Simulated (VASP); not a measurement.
Method: PBEsol GGA, VASP's PBE PAW potentials (set 64) (plane waves; VASP).

VASP input:

INCAR:
```
SYSTEM = Ga2In2As4
PREC = Accurate
ENCUT = 400
EDIFF = 1E-6
NELM = 100
ALGO = Normal
LREAL = .FALSE.
LASPH = .TRUE.
ISMEAR = 1
SIGMA = 0.1
GGA = PS
LMAXMIX = 4
LWAVE = .FALSE.
LCHARG = .FALSE.
IBRION = 2
ISIF = 3
NSW = 60
EDIFFG = -0.02
```

File POSCAR:
```
Ga2In2As4
1
    0.0000000000     2.9442149371     2.9442149371
    2.9442149371     0.0000000000     2.9442149371
   11.7634418641    11.7634418641     0.0134178843
In As Ga
2 4 2
Direct
  0.0108176229   0.0108176229   0.9918867828
  0.9918241190   0.9918241190   0.2561319108
  0.2486219608   0.2486219608   0.0635335294
  0.2305708462   0.2305708462   0.3270718653
  0.2500179872   0.2500179872   0.5624865096
  0.2688643837   0.2688643837   0.7983517122
  0.9902549718   0.9902549718   0.5073087712
  0.0090281084   0.0090281084   0.7432289187
```

File KPOINTS:
```
kpoints
0
G
  8 8 2
0 0 0
```

POTCAR, in this order: In_d As Ga_d (PBE.64 set). Program: vasp_std.

What VASP printed:

**OUTCAR**
```
 ion  position               nearest neighbor table
   1  0.011  0.011  0.992-   3 2.59   3 2.59   3 2.59   6 2.63
   2  0.992  0.992  0.256-   4 2.59   4 2.59   4 2.59   3 2.61
   3  0.249  0.249  0.064-   1 2.59   1 2.59   1 2.59   2 2.61
   4  0.231  0.231  0.327-   7 2.45   2 2.59   2 2.59   2 2.59
   5  0.250  0.250  0.562-   8 2.45   7 2.52   7 2.52   7 2.52
   6  0.269  0.269  0.798-   8 2.52   8 2.52   8 2.52   1 2.63
   7  0.990  0.990  0.507-   4 2.45   5 2.52   5 2.52   5 2.52
   8  0.009  0.009  0.743-   5 2.45   6 2.52   6 2.52   6 2.52
  LATTYP: Found a trigonal (rhomboedric) cell.
 ALAT       =    13.7867071145
 COS(alpha) =     0.9543944262
 Subroutine PRICEL returns:
 Original cell was already a primitive cell.
 Subroutine GETGRP returns: Found  6 space group operations
The static configuration has the point symmetry C_3v.
The dynamic configuration has the point symmetry C_3v.
 Subroutine INISYM returns: Found  6 space group operations
 Subroutine IBZKPT returns following result:
 Found     20 irreducible k-points:

 Following reciprocal coordinates:
            Coordinates               Weight
  0.000000  0.000000  0.000000      1.000000
  0.125000  0.000000  0.000000      6.000000
...
```

### OSZICAR
```
       N       E                     dE             d eps       ncg     rms          rms(c)
DAV:   1     0.609685659467E+03    0.60969E+03   -0.28051E+04  1728   0.178E+03
DAV:   2     0.613856062190E+02   -0.54830E+03   -0.53685E+03  1814   0.479E+02
DAV:   3    -0.302312742164E+02   -0.91617E+02   -0.88392E+02  2000   0.186E+02
DAV:   4    -0.357119652304E+02   -0.54807E+01   -0.54454E+01  2157   0.448E+01
DAV:   5    -0.359036409302E+02   -0.19168E+00   -0.19138E+00  2621   0.877E+00    0.797E+00
DAV:   6    -0.350291466271E+02    0.87449E+00   -0.17637E+00  2313   0.153E+01    0.410E+00
DAV:   7    -0.349206659606E+02    0.10848E+00   -0.88843E-01  2464   0.502E+00    0.114E+00
DAV:   8    -0.349119626023E+02    0.87034E-02   -0.12628E-01  2262   0.365E+00    0.511E-01
DAV:   9    -0.349125698725E+02   -0.60727E-03   -0.91160E-03  2176   0.101E+00    0.296E-01
DAV:  10    -0.349127264612E+02   -0.15659E-03   -0.20516E-03  2481   0.641E-01    0.159E-01
DAV:  11    -0.349128860825E+02   -0.15962E-03   -0.74504E-04  1901   0.452E-01    0.236E-02
DAV:  12    -0.349128983959E+02   -0.12313E-04   -0.22236E-04  2233   0.140E-01    0.137E-02
DAV:  13    -0.349129028288E+02   -0.44329E-05   -0.48744E-05  2306   0.719E-02    0.991E-03
DAV:  14    -0.349129038413E+02   -0.10125E-05   -0.91987E-06  1841   0.366E-02    0.276E-03
DAV:  15    -0.349129043541E+02   -0.51280E-06   -0.36390E-06  1328   0.144E-02
   1 F= -.34912904E+02 E0= -.34912915E+02  d E =-.349129E+02
       N       E                     dE             d eps       ncg     rms          rms(c)
DAV:   1    -0.349249170150E+02   -0.12013E-01   -0.33647E-01  2267   0.441E+00    0.636E-01
DAV:   2    -0.349175240046E+02    0.73930E-02   -0.30141E-02  2096   0.221E+00    0.319E-01
DAV:   3    -0.349142450341E+02    0.32790E-02   -0.67532E-03  2329   0.780E-01    0.109E-01
DAV:   4    -0.349141644352E+02    0.80599E-04   -0.18300E-03  1970   0.324E-01    0.505E-02
DAV:   5    -0.349141616954E+02    0.27398E-05   -0.17547E-04  2112   0.187E-01    0.198E-02
DAV:   6    -0.349141624647E+02   -0.76931E-06   -0.32353E-05  2562   0.106E-01    0.119E-02
DAV:   7    -0.349141634066E+02   -0.94187E-06   -0.88796E-06  1520   0.202E-02
   2 F= -.34914163E+02 E0= -.34914158E+02  d E =-.125905E-02
       N       E                     dE             d eps       ncg     rms          rms(c)
DAV:   1    -0.349143449619E+02   -0.18250E-03   -0.49378E-03  2122   0.539E-01    0.773E-02
DAV:   2    -0.349142420878E+02    0.10287E-03   -0.46850E-04  2092   0.276E-01    0.390E-02
DAV:   3    -0.349141935151E+02    0.48573E-04   -0.98640E-05  2327   0.958E-02    0.129E-02
DAV:   4    -0.349141915410E+02    0.19740E-05   -0.29753E-05  1916   0.402E-02    0.598E-03
DAV:   5    -0.349141910624E+02    0.47865E-06   -0.17079E-06  1116   0.183E-02
   3 F= -.34914191E+02 E0= -.34914188E+02  d E =-.128671E-02
       N       E                     dE             d eps       ncg     rms          rms(c)
DAV:   1    -0.349147128872E+02   -0.52135E-03   -0.48281E-02  2101   0.106E+00    0.110E-01
DAV:   2    -0.349146313910E+02    0.81496E-04   -0.20013E-03  2612   0.388E-01    0.624E-02
DAV:   3    -0.349145400032E+02    0.91388E-04   -0.15223E-04  2461   0.958E-02    0.282E-02
DAV:   4    -0.349145228238E+02    0.17179E-04   -0.49899E-05  2412   0.564E-02    0.836E-03
DAV:   5    -0.349145236992E+02   -0.87533E-06   -0.11991E-05  1908   0.281E-02    0.397E-03
DAV:   6    -0.349145237707E+02   -0.71533E-07   -0.58797E-07  1016   0.113E-02
   4 F= -.34914524E+02 E0= -.34914516E+02  d E =-.332708E-03
       N       E                     dE             d eps       ncg     rms          rms(c)
DAV:   1    -0.349149457617E+02   -0.42206E-03   -0.72936E-02  2074   0.130E+00    0.136E-01
DAV:   2    -0.349148215502E+02    0.12421E-03   -0.30352E-03  2612   0.479E-01    0.762E-02
DAV:   3    -0.349146832368E+02    0.13831E-03   -0.23105E-04  2461   0.118E-01    0.344E-02
DAV:   4    -0.349146575336E+02    0.25703E-04   -0.77043E-05  2418   0.694E-02    0.106E-02
DAV:   5    -0.349146588173E+02   -0.12837E-05   -0.18035E-05  1902   0.340E-02    0.486E-03
DAV:   6    -0.349146589067E+02   -0.89455E-07   -0.85240E-07  1055   0.120E-02
   5 F= -.34914659E+02 E0= -.34914645E+02  d E =-.467844E-03
```

**OUTCAR**
```
------------------------ aborting loop because EDIFF is reached ----------------------------------------
  FORCE on cell =-STRESS in cart. coord.  units (eV):
  Direction    XX          YY          ZZ          XY          YZ          ZX
  --------------------------------------------------------------------------------------
  Total        0.0334730      0.0334730      0.0334730      0.0095222     -0.0095222     -0.0095222
  in kB        0.2637413      0.2637413      0.2637413      0.0750273     -0.0750273     -0.0750273
  external PRESSURE =       0.2637413 kB  Pullay stress =       0.0000000 kB
  volume of cell :      203.34
      direct lattice vectors                 reciprocal lattice vectors
    -0.000000000  2.935732447  2.935732447    -0.170055965  0.170574531  0.170055965
     2.935732447 -0.000000000  2.935732447     0.170574531 -0.170055965  0.170055965
    11.778847993 11.778847993 -0.035918205     0.042384350  0.042384350 -0.042384350
 POSITION                                       TOTAL-FORCE (eV/Angst)
 -----------------------------------------------------------------------------------
     11.71530     11.71530      0.02763        -0.002282     -0.002282      0.002282
      5.92724      5.92724      5.81569         0.001454      0.001454     -0.001454
      1.47946      1.47946      1.45628         0.005632      0.005632     -0.005632
      4.53172      4.53172      1.33974        -0.007850     -0.007850      0.007850
      7.36016      7.36016      1.44704        -0.005638     -0.005638      0.005638
     10.19499     10.19499      1.54794         0.003373      0.003373     -0.003373
      8.87968      8.87968      5.79899         0.005524      0.005524     -0.005524
      8.77875      8.77875      0.02844        -0.000213     -0.000213      0.000213
 -----------------------------------------------------------------------------------
    total drift:                                0.001023      0.001023     -0.001010
  FREE ENERGIE OF THE ION-ELECTRON SYSTEM (eV)
  ---------------------------------------------------
  free  energy   TOTEN  =       -34.9146589067 eV

  energy  without entropy=      -34.9146162456  energy(sigma->0) =      -34.91464469

 reached required accuracy - stopping structural energy minimisation
```
(Selected blocks of OUTCAR.)

### CONTCAR
```
Ga2In2As4
   1.00000000000000
    -0.0000000000000000    2.9357324469427497    2.9357324469427497
     2.9357324469427493   -0.0000000000000000    2.9357324469427497
    11.7788479929466714   11.7788479929466714   -0.0359182051756709
  In              As              Ga
     2     4     2
Direct
     0.0107742423877040    0.0107742423877040    0.9919193181842233
     0.9920657685473511    0.9920657685473511    0.2559506736394876
     0.2484155626326398    0.2484155626326398    0.0636883280255184
     0.2301809234336508    0.2301809234336508    0.3273643073747629
     0.2498941118951157    0.2498941118951157    0.5625794160786649
     0.2685233097094422    0.2685233097094422    0.7986075176929196
     0.9907567035569893    0.9907567035569893    0.5069324723822588
     0.0093893778371142    0.0093893778371142    0.7429579666221644
```

The structure was generated: Ga2In2As4 was put into an ordered model structure (R3m), which need not be its known phase. This run relaxes it. Symmetry was kept, so distortions that lower it aren't found. The start is the result of an earlier pass.
